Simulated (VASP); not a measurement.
# YPt under strain, part 2 of 2

How does the pressure of YPt answer to a change of volume? The bands are shown for each cell. All runs use PBEsol. Left out of this account: at least 1 further run (self-consistent run: a reference on another mesh). The start is a computed cell from the Materials Project.

VASP 6.6.1; PBEsol; plane waves and PAW (Y_sv, Pt).

Still holding for the runs below: Spin-orbit coupling is off here; it can split and shift levels that hold much weight on Y and Pt by tenths of an eV or more.

So far, pressure (GPa): step 2 (bands, cell as listed) -3.45; step 3 (cell volume +4.0 %) -7.16; step 4 (cell volume +8.0 %) -10.1; step 5 (bands, sheared, principal strains -1.5, +0.2, +1.3 %) -3.27.

### Step 6. Bands, volume times 0.96

The cell is compressed evenly, with fractional positions held.

INCAR

```
SYSTEM = YPt
PREC = Accurate
ENCUT = 400
EDIFF = 1E-06
NELM = 100
ISMEAR = -1
SIGMA = 0.05
LREAL = .FALSE.
ALGO = Normal
GGA = PS
NBANDS = 64
LASPH = .TRUE.
LORBIT = 11
LWAVE = .FALSE.
LCHARG = .FALSE.
KPAR = 8
```

POSCAR

```
YPt
1.0
    6.9510029971      0.0000000000      0.0000000000
    0.0000000000      4.4526900060      0.0000000000
    0.0000000000      0.0000000000      5.4770937440
Y Pt
4 4
Direct
    0.1819799900      0.2500000000      0.6396335300
    0.8180200100      0.7500000000      0.3603664700
    0.3180200100      0.7500000000      0.1396335300
    0.6819799900      0.2500000000      0.8603664700
    0.0428388100      0.2500000000      0.1528810400
    0.9571611900      0.7500000000      0.8471189600
    0.4571611900      0.7500000000      0.6528810400
    0.5428388100      0.2500000000      0.3471189600
```

KPOINTS

```
Automatic mesh
0
Gamma
5 7 6
0 0 0
```

KPOINTS_OPT

```
Line mode
12
Line-mode
Reciprocal
  0.00000000   0.00000000   0.00000000 GAMMA
  0.00000000   0.50000000   0.00000000 X

  0.00000000   0.50000000   0.00000000 X
  0.00000000   0.50000000   0.50000000 S

  0.00000000   0.50000000   0.50000000 S
  0.00000000   0.00000000   0.50000000 Y

  0.00000000   0.00000000   0.50000000 Y
  0.00000000   0.00000000   0.00000000 GAMMA

  0.00000000   0.00000000   0.00000000 GAMMA
  0.50000000   0.00000000   0.00000000 Z

  0.50000000   0.00000000   0.00000000 Z
  0.50000000   0.50000000   0.00000000 U

  0.50000000   0.50000000   0.00000000 U
  0.50000000   0.50000000   0.50000000 R

  0.50000000   0.50000000   0.50000000 R
  0.50000000   0.00000000   0.50000000 T

  0.50000000   0.00000000   0.50000000 T
  0.50000000   0.00000000   0.00000000 Z

  0.00000000   0.00000000   0.50000000 Y
  0.50000000   0.00000000   0.50000000 T

  0.50000000   0.50000000   0.00000000 U
  0.00000000   0.50000000   0.00000000 X

  0.00000000   0.50000000   0.50000000 S
  0.50000000   0.50000000   0.50000000 R
```

The projector-augmented-wave data sets are Y_sv and Pt (PBE family, release 64).

The run is started by

```
> mpirun -np 8 vasp_std
```

It took 78 s on 8 MPI ranks of Intel Xeon 6975P-C (Granite Rapids), shared host; peak memory 4.8 GiB; 8.7 min of CPU time.

This step gave:

| Quantity | Value |
| --- | --- |
| SCF cycles | 14 |
| irreducible k-points | 48 |
| symmetry operations | 8 |
| free energy (TOTEN) | -65.0119 eV |
| energy at zero smearing | -64.9943 eV |
| Fermi energy | 6.396 eV |
| pressure | 1.182 GPa |

The electronic bands at the labelled points (eV, zero at the Fermi level; # counts the bands kept in this run):

```csv
point,#23,#24,#25,#26,#27,#28,#29,#30
Γ,-1.99,-1.72,-0.72,-0.40,-0.34,0.02,1.49,1.69
0.45 of the way,-1.78,-1.46,-0.90,-0.21,0.29,0.55,0.65,0.90
X,-1.97,-1.97,0.05,0.05,0.32,0.32,0.87,0.87
0.45 of the way,-1.86,-1.86,-0.60,-0.60,0.24,0.24,1.03,1.03
S,-1.82,-1.82,-1.04,-1.04,0.50,0.50,0.61,0.61
0.55 of the way,-1.45,-1.45,-0.68,-0.68,0.01,0.01,0.94,0.94
Y,-1.54,-1.54,-0.57,-0.57,0.15,0.15,1.11,1.11
0.45 of the way,-1.67,-1.66,-1.27,-0.50,-0.33,1.11,1.15,1.25
Γ,-1.99,-1.72,-0.72,-0.40,-0.34,0.02,1.49,1.69
0.45 of the way,-1.93,-1.74,-0.51,-0.09,0.11,0.29,1.46,1.56
Z,-1.80,-1.80,0.22,0.22,0.72,0.72,1.14,1.14
0.55 of the way,-1.85,-1.85,-0.39,-0.39,0.86,0.86,1.05,1.05
U,-2.20,-2.20,0.38,0.38,0.38,0.38,1.29,1.29
0.45 of the way,-2.17,-2.17,-0.04,-0.04,-0.04,-0.04,1.51,1.51
R,-2.08,-2.08,-0.69,-0.69,-0.69,-0.69,1.85,1.85
0.45 of the way,-2.19,-2.19,-0.77,-0.77,0.24,0.24,1.30,1.30
T,-2.26,-2.26,0.36,0.36,0.77,0.77,1.19,1.19
0.55 of the way,-1.93,-1.93,0.30,0.30,0.52,0.52,1.14,1.14
Z,-1.80,-1.80,0.22,0.22,0.72,0.72,1.14,1.14
jump to Y,-1.54,-1.54,-0.57,-0.57,0.15,0.15,1.11,1.11
0.45 of the way,-2.02,-2.02,0.14,0.14,0.23,0.23,1.08,1.08
T,-2.26,-2.26,0.36,0.36,0.77,0.77,1.19,1.19
jump to U,-2.20,-2.20,0.38,0.38,0.38,0.38,1.29,1.29
0.45 of the way,-2.16,-2.16,0.30,0.30,0.37,0.37,0.94,0.94
X,-1.97,-1.97,0.05,0.05,0.32,0.32,0.87,0.87
jump to S,-1.82,-1.82,-1.04,-1.04,0.50,0.50,0.61,0.61
```

Of the projections kept (Y, Pt), the largest for each band there, as a share of the weight inside these atoms' spheres; weight between the spheres isn't counted:

```csv
point,#23,#24,#25,#26,#27,#28,#29,#30
Γ,Pt 0.92,Pt 0.70,Y 0.51,Pt 0.51,Y 0.68,Y 0.60,Y 0.62,Y 0.68
X,Pt 0.83,Pt 0.83,Y 0.60,Y 0.60,Y 0.59,Y 0.59,Y 0.67,Y 0.67
S,Pt 0.80,Pt 0.80,Pt 0.65,Pt 0.65,Y 0.63,Y 0.63,Y 0.59,Y 0.59
Y,Pt 0.80,Pt 0.80,Pt 0.55,Pt 0.55,Y 0.67,Y 0.67,Y 0.62,Y 0.62
Γ,Pt 0.92,Pt 0.70,Y 0.51,Pt 0.51,Y 0.68,Y 0.60,Y 0.62,Y 0.68
Z,Pt 0.73,Pt 0.73,Y 0.52,Y 0.52,Y 0.65,Y 0.65,Y 0.64,Y 0.64
```

 The pressure is 1.18 GPa.

Between step 2 and this run (cell volume -4.0 %) the value for the pressure moves from -3.45 GPa to 1.18 GPa.

### Step 7. Bands, volume times 0.92

The cell is scaled evenly once more. A prediction first. A least-squares parabola for the 4 pressures of evenly scaled cells so far, P = -3.44 -104.0 t +223 t² GPa with t = ln(V/V₁) and V₁ the volume at scale 1, gives 6.78 GPa at t = -0.0834.

INCAR is that of step 6.

Changes to POSCAR since step 6:

```diff
@@ -2,5 +2,5 @@
 1.0
-    6.9510029971      0.0000000000      0.0000000000
-    0.0000000000      4.4526900060      0.0000000000
-    0.0000000000      0.0000000000      5.4770937440
+    6.8530885040      0.0000000000      0.0000000000
+    0.0000000000      4.3899677075      0.0000000000
+    0.0000000000      0.0000000000      5.3999413017
 Y Pt
```

KPOINTS is that of step 6.

KPOINTS_OPT is that of step 6.

The run is started by

```
> mpirun -np 8 vasp_std
```

Elapsed: 84 s, on 8 MPI ranks; peak memory 4.6 GiB; 9.3 min of CPU time.

Numbers from this step:

```
free energy (TOTEN)     : -64.8340 eV
energy at zero smearing : -64.8173 eV
Fermi energy            : 6.817 eV
pressure                : 6.975 GPa
```

Electronic bands along the path, in eV, zero at the Fermi level; # counts the bands kept in this run:

| point | #23 | #24 | #25 | #26 | #27 | #28 | #29 | #30 |
| --- | --- | --- | --- | --- | --- | --- | --- | --- |
| Γ | -2.07 | -1.76 | -0.76 | -0.44 | -0.40 | -0.01 | 1.58 | 1.72 |
| 0.45 of the way | -1.81 | -1.47 | -0.91 | -0.24 | 0.32 | 0.55 | 0.65 | 0.94 |
| X | -2.03 | -2.03 | 0.07 | 0.07 | 0.34 | 0.34 | 0.90 | 0.90 |
| 0.45 of the way | -1.91 | -1.91 | -0.61 | -0.61 | 0.23 | 0.23 | 1.11 | 1.11 |
| S | -1.88 | -1.88 | -1.06 | -1.06 | 0.54 | 0.54 | 0.64 | 0.64 |
| 0.45 of the way | -1.52 | -1.52 | -0.65 | -0.65 | -0.10 | -0.10 | 0.98 | 0.98 |
| Y | -1.56 | -1.56 | -0.57 | -0.57 | 0.11 | 0.11 | 1.13 | 1.13 |
| 0.55 of the way | -1.82 | -1.72 | -1.29 | -0.54 | -0.43 | 0.96 | 1.36 | 1.44 |
| Γ | -2.07 | -1.76 | -0.76 | -0.44 | -0.40 | -0.01 | 1.58 | 1.72 |
| 0.55 of the way | -1.96 | -1.79 | -0.36 | -0.03 | 0.14 | 0.49 | 1.53 | 1.53 |
| Z | -1.86 | -1.86 | 0.26 | 0.26 | 0.74 | 0.74 | 1.17 | 1.17 |
| 0.55 of the way | -1.90 | -1.90 | -0.41 | -0.41 | 0.86 | 0.86 | 1.06 | 1.06 |
| U | -2.28 | -2.28 | 0.39 | 0.39 | 0.39 | 0.39 | 1.33 | 1.33 |
| 0.55 of the way | -2.24 | -2.24 | -0.17 | -0.17 | -0.17 | -0.17 | 1.64 | 1.64 |
| R | -2.15 | -2.15 | -0.67 | -0.67 | -0.67 | -0.67 | 1.90 | 1.90 |
| 0.55 of the way | -2.33 | -2.33 | -0.58 | -0.58 | 0.37 | 0.37 | 1.27 | 1.27 |
| T | -2.34 | -2.34 | 0.34 | 0.34 | 0.76 | 0.76 | 1.22 | 1.22 |
| 0.55 of the way | -1.98 | -1.98 | 0.31 | 0.31 | 0.52 | 0.52 | 1.16 | 1.16 |
| Z | -1.86 | -1.86 | 0.26 | 0.26 | 0.74 | 0.74 | 1.17 | 1.17 |
| jump to Y | -1.56 | -1.56 | -0.57 | -0.57 | 0.11 | 0.11 | 1.13 | 1.13 |
| 0.45 of the way | -2.08 | -2.08 | 0.15 | 0.15 | 0.21 | 0.21 | 1.11 | 1.11 |
| T | -2.34 | -2.34 | 0.34 | 0.34 | 0.76 | 0.76 | 1.22 | 1.22 |
| jump to U | -2.28 | -2.28 | 0.39 | 0.39 | 0.39 | 0.39 | 1.33 | 1.33 |
| 0.45 of the way | -2.24 | -2.24 | 0.32 | 0.32 | 0.39 | 0.39 | 0.97 | 0.97 |
| X | -2.03 | -2.03 | 0.07 | 0.07 | 0.34 | 0.34 | 0.90 | 0.90 |
| jump to S | -1.88 | -1.88 | -1.06 | -1.06 | 0.54 | 0.54 | 0.64 | 0.64 |

Of the projections kept (Y, Pt), the largest for each band there, as a share of the weight inside these atoms' spheres; weight between the spheres isn't counted:

```csv
point,#23,#24,#25,#26,#27,#28,#29,#30
Γ,Pt 0.91,Pt 0.69,Y 0.51,Pt 0.51,Y 0.67,Y 0.60,Y 0.63,Y 0.68
X,Pt 0.81,Pt 0.81,Y 0.61,Y 0.61,Y 0.59,Y 0.59,Y 0.67,Y 0.67
S,Pt 0.78,Pt 0.78,Pt 0.64,Pt 0.64,Y 0.63,Y 0.63,Y 0.59,Y 0.59
Y,Pt 0.78,Pt 0.78,Pt 0.54,Pt 0.54,Y 0.67,Y 0.67,Y 0.62,Y 0.62
Γ,Pt 0.91,Pt 0.69,Y 0.51,Pt 0.51,Y 0.67,Y 0.60,Y 0.63,Y 0.68
Z,Pt 0.71,Pt 0.71,Y 0.53,Y 0.53,Y 0.65,Y 0.65,Y 0.64,Y 0.64
```

Force by atom:

```csv
atom,x (eV/Å),y (eV/Å),z (eV/Å),size
Y1,-0.0578,0.0000,0.0420,0.0715
Y2,0.0578,0.0000,-0.0420,0.0715
Y3,0.0578,0.0000,0.0420,0.0715
Y4,-0.0578,0.0000,-0.0420,0.0715
Pt5,0.0119,0.0000,0.0986,0.0993
Pt6,-0.0119,0.0000,-0.0986,0.0993
Pt7,-0.0119,0.0000,0.0986,0.0993
Pt8,0.0119,0.0000,-0.0986,0.0993
```

 The pressure is 6.98 GPa. The parabola predicted 6.78 GPa, -0.19 GPa off.

### Step 8. Bands, atoms displaced by up to 0.03 Å

In the first cell the atoms are moved off their sites at random; since the same shifts repeat in every cell, this is a frozen displacement of whole sublattices.

INCAR is that of step 7.

POSCAR

```
YPt
1.0
    7.0462340500      0.0000000000      0.0000000000
    0.0000000000      4.5136933400      0.0000000000
    0.0000000000      0.0000000000      5.5521317500
Y Pt
4 4
Direct
    0.1854270000      0.2488840000      0.6387690000
    0.8164060000      0.7468380000      0.3585620000
    0.3140770000      0.7488760000      0.1404550000
    0.6786570000      0.2517180000      0.8593650000
    0.0440790000      0.2506980000      0.1527880000
    0.9601440000      0.7511130000      0.8490780000
    0.4568510000      0.7480230000      0.6530540000
    0.5431750000      0.2496180000      0.3494790000
```

KPOINTS is that of step 7.

KPOINTS_OPT is that of step 7.

The run is started by

```
> mpirun -np 8 vasp_std
```

Wall time 2 min (8 MPI ranks); peak memory 8.5 GiB.

Numbers from this step:

* SCF cycles: 15
* irreducible k-points: 106
* symmetry operations: 1
* free energy (TOTEN): -64.9508 eV
* energy at zero smearing: -64.9320 eV
* Fermi energy: 6.008 eV
* pressure: -3.340 GPa

The electronic bands at the labelled points (eV, zero at the Fermi level; # counts the bands kept in this run):

```
          point    #23    #24    #25    #26    #27    #28   #29   #30
              Γ  -1.93  -1.66  -0.69  -0.37  -0.28   0.03  1.42  1.67
0.55 of the way  -1.70  -1.41  -0.76  -0.09  -0.01   0.63  0.73  0.82
              X  -1.92  -1.91   0.01   0.05   0.31   0.32  0.84  0.84
0.55 of the way  -1.79  -1.78  -0.72  -0.70   0.21   0.22  0.97  0.98
              S  -1.76  -1.74  -1.01  -1.01   0.46   0.47  0.60  0.63
0.55 of the way  -1.45  -1.43  -0.66  -0.64  -0.01   0.01  0.93  0.96
              Y  -1.55  -1.51  -0.59  -0.56   0.18   0.20  1.08  1.12
0.45 of the way  -1.65  -1.60  -1.29  -0.45  -0.27   1.11  1.13  1.21
              Γ  -1.93  -1.66  -0.69  -0.37  -0.28   0.03  1.42  1.67
0.45 of the way  -1.87  -1.67  -0.49  -0.06   0.10   0.30  1.39  1.54
              Z  -1.77  -1.70   0.18   0.20   0.68   0.72  1.10  1.13
0.55 of the way  -1.82  -1.78  -0.39  -0.36   0.84   0.86  1.00  1.05
              U  -2.10  -2.08   0.35   0.36   0.38   0.39  1.23  1.24
0.55 of the way  -2.05  -2.04  -0.23  -0.21  -0.20  -0.18  1.52  1.53
              R  -1.98  -1.97  -0.71  -0.70  -0.69  -0.67  1.77  1.78
0.45 of the way  -2.13  -2.11  -0.77  -0.74   0.24   0.27  1.27  1.29
              T  -2.18  -2.15   0.37   0.41   0.76   0.79  1.17  1.19
0.55 of the way  -1.90  -1.86   0.28   0.31   0.51   0.54  1.10  1.13
              Z  -1.77  -1.70   0.18   0.20   0.68   0.72  1.10  1.13
      jump to Y  -1.55  -1.51  -0.59  -0.56   0.18   0.20  1.08  1.12
0.45 of the way  -1.97  -1.96   0.12   0.13   0.25   0.29  1.06  1.09
              T  -2.18  -2.15   0.37   0.41   0.76   0.79  1.17  1.19
      jump to U  -2.10  -2.08   0.35   0.36   0.38   0.39  1.23  1.24
0.45 of the way  -2.07  -2.06   0.27   0.29   0.36   0.37  0.91  0.93
              X  -1.92  -1.91   0.01   0.05   0.31   0.32  0.84  0.84
      jump to S  -1.76  -1.74  -1.01  -1.01   0.46   0.47  0.60  0.63
```

Of the projections kept (Y, Pt), the largest for each band there, as a share of the weight inside these atoms' spheres; weight between the spheres isn't counted:

```
point      #23      #24      #25      #26     #27     #28     #29     #30
    Γ  Pt 0.93  Pt 0.72   Y 0.51  Pt 0.51  Y 0.68  Y 0.60  Y 0.61  Y 0.68
    X  Pt 0.83  Pt 0.83   Y 0.60   Y 0.60  Y 0.59  Y 0.59  Y 0.67  Y 0.67
    S  Pt 0.82  Pt 0.82  Pt 0.66  Pt 0.66  Y 0.63  Y 0.63  Y 0.59  Y 0.58
    Y  Pt 0.81  Pt 0.81  Pt 0.56  Pt 0.56  Y 0.68  Y 0.68  Y 0.62  Y 0.63
    Γ  Pt 0.93  Pt 0.72   Y 0.51  Pt 0.51  Y 0.68  Y 0.60  Y 0.61  Y 0.68
    Z  Pt 0.73  Pt 0.74   Y 0.52   Y 0.51  Y 0.65  Y 0.66  Y 0.64  Y 0.63
```

Force by atom:

| atom | x (eV/Å) | y (eV/Å) | z (eV/Å) | size |
| --- | --- | --- | --- | --- |
| Y1 | -0.204 | 0.016 | 0.059 | 0.213 |
| Y2 | 0.057 | 0.087 | 0.064 | 0.122 |
| Y3 | 0.155 | 0.014 | 0.020 | 0.157 |
| Y4 | 0.218 | -0.073 | 0.047 | 0.235 |
| Pt5 | -0.109 | -0.037 | -0.085 | 0.143 |
| Pt6 | -0.103 | -0.025 | -0.030 | 0.110 |
| Pt7 | 0.031 | 0.055 | -0.040 | 0.075 |
| Pt8 | -0.046 | -0.037 | -0.035 | 0.069 |

 The pressure is -3.34 GPa, and the symmetry operations fall from 8 to 1.

### Step 9. The runs together

| cell | mesh | pressure (GPa) | gap (eV) |
| --- | --- | --- | --- |
| cell as listed | 5×7×6 | -3.45 | none |
| volume times 1.04 | 5×7×6 | -7.16 | none |
| volume times 1.08 | 5×7×6 | -10.12 | none |
| sheared, principal strains -1.5, +0.2, +1.3 % | 5×7×6 | -3.27 | none |
| volume times 0.96 | 5×7×6 | 1.18 | none |
| volume times 0.92 | 5×7×6 | 6.98 | none |
| atoms displaced by up to 0.03 Å | 5×7×6 | -3.34 | none |

### Step 10. Summary of results

```json
{
  "pressure, cell as listed": "-3.45 GPa",
  "pressure, volume times 1.04": "-7.16 GPa",
  "pressure, volume times 1.08": "-10.1 GPa",
  "pressure, sheared, principal strains -1.5, +0.2, +1.3 %": "-3.27 GPa",
  "pressure, volume times 0.96": "1.18 GPa",
  "pressure, volume times 0.92": "6.98 GPa",
  "pressure, atoms displaced by up to 0.03 Å": "-3.34 GPa",
  "bulk modulus at the listed volume, shape and positions held": "105 GPa"
}
```

In words: The slope of pressure against ln V at the listed volume gives a bulk modulus of 105 GPa at fixed shape and positions, above that of a cell free to relax (not that of equilibrium, since the cell bears -3.5 GPa there). The atoms were not relaxed in the changed cells. Spin-orbit coupling is left out, and with elements this heavy it would split and shift bands near the Fermi level.

[Lines on the potential files, build, host, timing and source positions are cut from VASP's logs without a mark.]

[Logs are printed without paths, hosts, clocks, repeated set-up lines and the standing remarks that a program may print on its own settings, such as how far it seeks lower states.]

[Hosts, paths, dates, database ids (printed as entryN), source tags and the programs' standing remarks are cut or masked in the printed files.]

[A measured line is paired with the nearest computed mode of its activity, which favours agreement.]

[In band tables of VASP the shares of atoms and orbitals are scaled to a sum of 1 inside the atoms' spheres.]
